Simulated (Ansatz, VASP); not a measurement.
# BAs (BAs (110), 5 units): VASP beside Ansatz, part 2 of 2

Aim: how closely do two programs agree when they are given the same cell, functional and k mesh? Of the first pair: The structure shown is the start of the Ansatz relaxation below; VASP solves that cell, so the two are compared at the walk's first step.

VASP 6.6.1 and Ansatz 0.2.0.

So far: The starting structure; Ansatz: relaxation, PBE; VASP: single point, PBE, start cell, pair 1.

## (4) Side by side

Known differences besides the potentials themselves: Ansatz cuts the interaction across the vacuum, VASP repeats the sheet with a dipole correction; the data sets hold 90 valence electrons in Ansatz (on its default PAW (the set named soft_2) files) and 40 in VASP. Total energies have different zeros and are not compared.

Forces (eV/Å; atoms numbered as in POSCAR):

| atom | Ansatz x, y, z | VASP x, y, z |
| --- | --- | --- |
| B1 | 0.000, 1.471, 1.935 | 0.000, 1.445, 1.889 |
| B2 | 0.000, -0.152, 0.398 | 0.000, -0.143, 0.392 |
| B3 | 0.000, 0.522, 0.000 | 0.000, 0.520, 0.000 |
| B4 | 0.000, -0.152, -0.398 | 0.000, -0.143, -0.392 |
| B5 | 0.000, 1.471, -1.935 | 0.000, 1.445, -1.889 |
| As6 | 0.000, -0.851, -1.671 | 0.000, -0.836, -1.686 |
| As7 | 0.000, -0.698, -1.027 | 0.000, -0.693, -1.030 |
| As8 | 0.000, -0.064, 0.000 | 0.000, -0.066, 0.000 |
| As9 | 0.000, -0.698, 1.027 | 0.000, -0.693, 1.030 |
| As10 | 0.000, -0.851, 1.671 | 0.000, -0.836, 1.686 |

The forces differ by 15 meV/Å r.m.s., which is 1.8 % of the r.m.s. force of 0.858 eV/Å (both taken over all components). With vacuum in the cell, a pressure given here is an average over mostly empty space and none of the material.

## (5) Ansatz: relaxation, PBE

This run makes the geometry at which the two programs are then compared.

The structure compared here is the end of the Ansatz relaxation.

Contents of input.yaml:

```yaml
crystal:
  lattice:
    - [3.37997041, 0.0, 0.0]
    - [0.0, 4.78, 0.0]
    - [0.0, 0.0, 20.7599408281]
  atoms:
    - { symbol: B, position: [0.5, 0.5, 0.337187859] }
    - { symbol: As, position: [0.0, 0.75, 0.337187859] }
    - { symbol: B, position: [0.0, 0.0, 0.4185939295] }
    - { symbol: As, position: [0.5, 0.25, 0.4185939295] }
    - { symbol: B, position: [0.5, 0.5, 0.5] }
    - { symbol: As, position: [0.0, 0.75, 0.5] }
    - { symbol: B, position: [0.0, 0.0, 0.5814060705] }
    - { symbol: As, position: [0.5, 0.25, 0.5814060705] }
    - { symbol: B, position: [0.5, 0.5, 0.662812141] }
    - { symbol: As, position: [0.0, 0.75, 0.662812141] }
  periodic: [true, true, false]
kpoints:
  mp_grid: { grid: [8, 6, 1] }
hamiltonian:
  xc: pbe
scf:
  occupations: { method: fermi_dirac, width: 0.05 }
relax:
  f_tol: 0.01
  max_steps: 90
  cell: {}
```

Command:

```
$ ansatz run input.yaml --threads 2 --pin off --max-ram 4096MiB --backend cpu --events-out ev --progress --plain --runs-dir out
```

Numbers of over 12 decimals in the logs are rounded to 6 here.

The log of the run:

```text
[...]
Crystal: 10 atoms, lattice volume = 602.950 Å³
Basis set: ecut = 420 eV, 11773 PW (Γ), exchange–correlation on 48×64×500 points (8 copies of the dense FFT grid, shifted against one another)
Bands: 55, of which v1, the nominal top of the filled ones, is band 45 counted from 1 (44 counted from 0)
Symmetry: 4 space group operations
[...]
- { symbol: B, position: [0, -0.016145, 0.232187] }
    - { symbol: As, position: [0.500000, 0.229954, 0.232366] }
    - { symbol: B, position: [0.500000, 0.486660, 0.278135] }
    - { symbol: As, position: [0, 0.736706, 0.278135] }
    - { symbol: B, position: [0, -0.016145, 0.324083] }
    - { symbol: As, position: [0.500000, 0.229954, 0.323904] }
    - { symbol: B, position: [0.500000, 0.545995, 0.358822] }
    - { symbol: As, position: [0, 0.753512, 0.373753] }
[key lines of the parts left out:]
SCF converged after 6 iterations
Free energy (F): -25057.539247 eV
Fermi energy:    -4.943122 eV
P = ½ c Tr σ = 0.0097 N/m
```

## (6) VASP: single point, PBE, relaxed cell, pair 2

The same cell, functional, mesh and smearing now go to VASP, with its own data sets.

Contents of INCAR:

```
SYSTEM = BAs
PREC = Accurate
ENCUT = 420
EDIFF = 1E-06
NELM = 120
ISMEAR = -1
SIGMA = 0.05
LREAL = .FALSE.
ALGO = Normal
GGA = PE
NBANDS = 30
LORBIT = 11
LWAVE = .FALSE.
LCHARG = .FALSE.
ISIF = 2
LDIPOL = .TRUE.
IDIPOL = 3
DIPOL = 0.5 0.5 0.278
LVHAR = .TRUE.
LASPH = .TRUE.
GGA_COMPAT = .FALSE.
EFERMI = MIDGAP
NELMDL = -8
KPAR = 2
```

Contents of POSCAR:

```
BAs
1.0
    3.3708175733      0.0000000000      0.0000000000
    0.0000000000      4.8441175545      0.0000000000
    0.0000000000      0.0000000000     37.3198816530
B As
5 5
Direct
    0.5000000000      0.5459952202      0.1974486978
    0.0000000000      0.9838552526      0.2321872674
    0.5000000000      0.4866604047      0.2781351375
    0.0000000000      0.9838552526      0.3240830076
    0.5000000000      0.5459952202      0.3588215771
    0.0000000000      0.7535124128      0.1825171044
    0.5000000000      0.2299539697      0.2323658365
    0.0000000000      0.7367058847      0.2781351375
    0.5000000000      0.2299539697      0.3239044384
    0.0000000000      0.7535124128      0.3737531706
```

Contents of KPOINTS:

```
Automatic mesh
0
Gamma
8 6 1
0 0 0
```

PAW data sets: B and As (PBE family, release 64).

Command:

```
$ mpirun -np 2 vasp_std
```

The log of the run:

```text
[... set-up lines as in an earlier step ...]
 entering main loop
       N       E                     dE             d eps       ncg     rms          rms(c)
DAV:   1     0.268188197927E+03    0.26819E+03   -0.11316E+04  1200   0.794E+02
DAV:   2    -0.207545631625E+02   -0.28894E+03   -0.27909E+03  1826   0.178E+02
DAV:   3    -0.555290649832E+02   -0.34775E+02   -0.34520E+02  1508   0.703E+01
DAV:   4    -0.565064687524E+02   -0.97740E+00   -0.97443E+00  1770   0.130E+01
[...]
DAV:  24    -0.540743751580E+02   -0.15106E-05   -0.22752E-08  1040   0.388E-04    0.761E-05
DAV:  25    -0.540743766650E+02   -0.15070E-05   -0.30779E-08  1002   0.340E-04    0.479E-05
DAV:  26    -0.540743772108E+02   -0.54583E-06   -0.67908E-09   974   0.182E-04
   1 F= -.54074377E+02 E0= -.54074048E+02  d E =-.658860E-03
```

Parts of OUTCAR (step 6):

```text
  Total        0.6090234      0.5720137      0.4011307      0.0000000      0.0000000      0.0000000
  in kB        1.6012325      1.5039272      1.0546449      0.0000000      0.0000000      0.0000000
  external PRESSURE =       1.3866015 kB  Pullay stress =       0.0000000 kB

 POSITION                                       TOTAL-FORCE (eV/Angst)
 -----------------------------------------------------------------------------------
      1.68541      2.64487      7.36876         0.000000     -0.015193     -0.003579
      0.00000      4.76591      8.66520         0.000000     -0.009186     -0.002358
      1.68541      2.35744     10.37997         0.000000     -0.004417      0.000000
      0.00000      4.76591     12.09474         0.000000     -0.009186      0.002358
      1.68541      2.64487     13.39118         0.000000     -0.015193      0.003579
      0.00000      3.65010      6.81152         0.000000      0.040518     -0.056962
      1.68541      1.11392      8.67187         0.000000     -0.016631      0.003217
      0.00000      3.56869     10.37997         0.000000      0.005402      0.000000
      1.68541      1.11392     12.08808         0.000000     -0.016631     -0.003217
      0.00000      3.65010     13.94842         0.000000      0.040518      0.056962
 -----------------------------------------------------------------------------------
    total drift:                                0.000000      0.000129     -0.000012

  FREE ENERGIE OF THE ION-ELECTRON SYSTEM (eV)
  ---------------------------------------------------
  free  energy   TOTEN  =       -54.0743772108 eV

  energy  without entropy=      -54.0737183508  energy(sigma->0) =      -54.07404778

[... 1 part as in an earlier step ...]

[... 2 further parts left out ...]
[key lines of the parts left out:]
E-fermi :  -2.4997
```

## (7) Differences

What differs besides the data sets and the points named for the pairs above, as far as they apply: the data sets hold 90 valence electrons in Ansatz (on its default PAW (the set named soft_2) files) and 40 in VASP. Total energies have different zeros and are not compared.

The two programs side by side:

| quantity | Ansatz | VASP | difference |
| --- | --- | --- | --- |
| gap on the k mesh (eV) | 0.413 | 0.403 | +0.010 |

At this near-relaxed geometry the largest component of a force difference is 57 meV/Å. A gap on the mesh is an upper bound, since the band edges may lie between its points. With vacuum in the cell, a pressure given here is an average over mostly empty space and none of the material.

## (8) What the set-up changes

Further runs change the set-up of one program: Ansatz's method, potentials or start, or VASP's data sets, cutoff or form of LDA. The table gives Ansatz less VASP for each quantity, since a change that brings one quantity closer may part another.

| run | r.m.s. force difference (meV/Å) | gap on the k mesh (eV) |
| --- | --- | --- |
| as above | 19 | 0.010 |
| VASP with the data sets B and As_d and a cutoff of 520 eV | 4.8 | -0.0033 |

## (9) Summary of results

```json
{"r.m.s. force difference (single point, PBE, start cell, pair 1)": "1.8 % of the r.m.s. force", "r.m.s. force difference (single point, PBE, relaxed cell, pair 2)": "19 meV/Å"}
```

The r.m.s. force difference is 19 meV/Å (single point, PBE, relaxed cell, pair 2), beyond the 12 meV/Å picked in this series as the mark of a large difference. The data sets hold unlike numbers of valence electrons (90 in Ansatz and 40 in VASP), so part of the differences comes from the potentials. Single point, PBE, relaxed cell, pair 2, VASP with the data sets B and As_d and a cutoff of 520 eV: r.m.s. force difference goes from 19 to 4.8 meV/Å; the difference in gap on the k mesh goes from 0.010 to -0.0033 eV. Such differences can come from data sets, numerical settings and the points named under the comparisons, not from the functional's error against experiment.

[Lines on the potential files, build, host, timing and source positions are cut from VASP's logs without a mark.]

[Logs are printed without paths, hosts, clocks, repeated set-up lines and the standing remarks that a program may print on its own settings, such as how far it seeks lower states.]

[Hosts, paths, dates, database ids (printed as entryN), source tags and the programs' standing remarks are cut or masked in the printed files.]
